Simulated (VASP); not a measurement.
The system is Al2Au.

```
CELL_PARAMETERS angstrom
0.00000 3.00000 3.00000
3.00000 0.00000 3.00000
3.00000 3.00000 0.00000
ATOMIC_POSITIONS crystal
Al 0.25000 0.25000 0.25000
Al 0.75000 0.75000 0.75000
Au 0.00000 0.00000 0.00000
```

Base run:

| Item | Value |
| --- | --- |
| Program | VASP 6.6.1 |
| Functional | r2SCAN |
| Potentials or basis | VASP PAW PBE potentials, release 64 (Al, Au) |
| Cutoff | 520 eV |
| k mesh | 12 × 12 × 12 |
| Occupations | methfessel-paxton, width 0.1 eV |
| Spin | no spin polarisation |

Its results: pressure 0.3 GPa.

**Question.** The run is repeated on the same cell with these changes: functional from r2SCAN to LDA; potentials or basis from VASP PAW PBE potentials, release 64 (Al, Au) to VASP PAW LDA potentials, release 64 (Al, Au). What comes out?

**Answer.** Pressure -2.3 GPa.

Caveats: the PAW data sets were made with another functional, which shifts forces and pressure a little (some runs).
